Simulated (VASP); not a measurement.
VASP input:

### INCAR
```
SYSTEM = MgAl
PREC = Accurate; ENCUT = 400; LREAL = .FALSE.
LASPH = .TRUE.
EDIFF = 1E-8; NELM = 100; ALGO = Normal
ISMEAR = 1; SIGMA = 0.1
IBRION = 1; NSW = 30; ISIF = 2
EDIFFG = -0.001
LWAVE = .FALSE.; LCHARG = .FALSE.
```

**KPOINTS**
```
Automatic mesh
0
G
  13 13 7
0 0 0
```

### POSCAR
```
MgAl
1.0
  2.9591023094   0.0000000000   0.0000000000
 -1.4795511547   2.5626572947   0.0000000000
  0.0000000000   0.0000000000   4.8629164172
Mg Al
1 1
Direct
  0.0000000000   0.0000000000   0.5000000000
  0.3333330000   0.6666670000   0.0000000000
```

POTCAR, in this order: Mg Al (LDA.64 set). Program: vasp_std.

Task: Translate this LDA calculation to Ansatz.

Result: One equivalent input (not run):
Ansatz 0.2 input:
```yaml
crystal:
  lattice:
    - [2.9591023, 0.0000000, 0.0000000]
    - [-1.4795512, 2.5626573, 0.0000000]
    - [0.0000000, 0.0000000, 4.8629164]
  atoms:
    - { symbol: Mg, position: [0.0000000, 0.0000000, 0.5000000] }
    - { symbol: Al, position: [0.3333330, 0.6666670, 0.0000000] }
kpoints:
  mp_grid: { grid: [13, 13, 7] }
hamiltonian:
  xc: lda
  pseudopotentials: { kind: paw }
scf:
  occupations: { method: methfessel_paxton, width: 0.1 }
  max_iter: 100
relax:
  max_steps: 30
  f_tol: 0.001
output: { forces: true, stress: true, eigenvalues: true }
```
Limits of the translation: each code has its own PAW files, so the cut-off isn't converted (ENCUT is set for VASP's; basis.ecutwfc is left out, and Ansatz then takes the one that its files recommend); Ansatz stops its SCF on the density residual and VASP on the energy change (EDIFF); Ansatz's lda is the Perdew-Wang form, while the LDA potentials of VASP carry Perdew-Zunger's.

The structure comes from a computed database's MgAl entry (P-6m2); how it stands against other phases isn't given here. It was relaxed first. The start is the result of an earlier pass.
